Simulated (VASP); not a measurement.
Here is the system:

```yaml
crystal:
  lattice:
    - [0.00000, 3.14141, 3.14141]
    - [3.14141, 0.00000, 3.14141]
    - [12.61364, 12.61364, -0.04798]
  atoms:
    - { symbol: Zn, position: [0.98831, 0.98831, 0.00877] }
    - { symbol: Zn, position: [0.00889, 0.00889, 0.24333] }
    - { symbol: Te, position: [0.24979, 0.24979, 0.06266] }
    - { symbol: Te, position: [0.26991, 0.26991, 0.29756] }
    - { symbol: Te, position: [0.24771, 0.24771, 0.56422] }
    - { symbol: Te, position: [0.22813, 0.22813, 0.82890] }
    - { symbol: Hg, position: [0.01418, 0.01418, 0.48936] }
    - { symbol: Hg, position: [0.99307, 0.99307, 0.75520] }
```

These are PBEsol GGA, VASP's PBE PAW potentials (set 64) (plane waves; VASP 6.6.1) values and carry that method's errors. Settings: 400 eV cut-off, Gaussian smearing of 0.050 eV, potentials Zn Te Hg.

Question: Give the energies of bands 27 to 40 at the high-symmetry points, in eV from the Fermi level.

Answer: 
```csv
band,Γ,T,H2,L,S0,F
27,-3.51,-2.15,-5.20,-5.28,-5.20,-5.08
28,-1.43,-1.60,-5.13,-5.13,-5.12,-5.06
29,-1.43,-1.42,-3.48,-2.74,-3.47,-2.76
30,-0.98,-1.42,-3.34,-2.69,-3.34,-2.74
31,-0.98,-1.03,-3.02,-2.55,-3.02,-2.59
32,-0.51,-1.03,-2.76,-2.13,-2.76,-2.43
33,-0.51,-0.43,-2.08,-2.00,-2.13,-1.96
34,-0.32,-0.43,-2.03,-1.89,-1.97,-1.69
35,-0.13,-0.05,-1.90,-1.46,-1.95,-1.20
36,0.00,-0.05,-1.83,-1.09,-1.80,-0.98
37,0.00,0.78,2.07,1.51,2.05,0.83
38,0.89,0.92,2.36,1.73,2.39,1.70
39,1.26,1.13,2.83,1.76,2.80,1.84
40,1.39,1.33,3.15,2.22,3.17,2.26
```

It has no gap at this level: it comes out as a metal or semimetal.

The structure was generated: Hg2Zn2Te4 was put into an ordered model structure (R3m), which need not be its known phase. It was relaxed first.
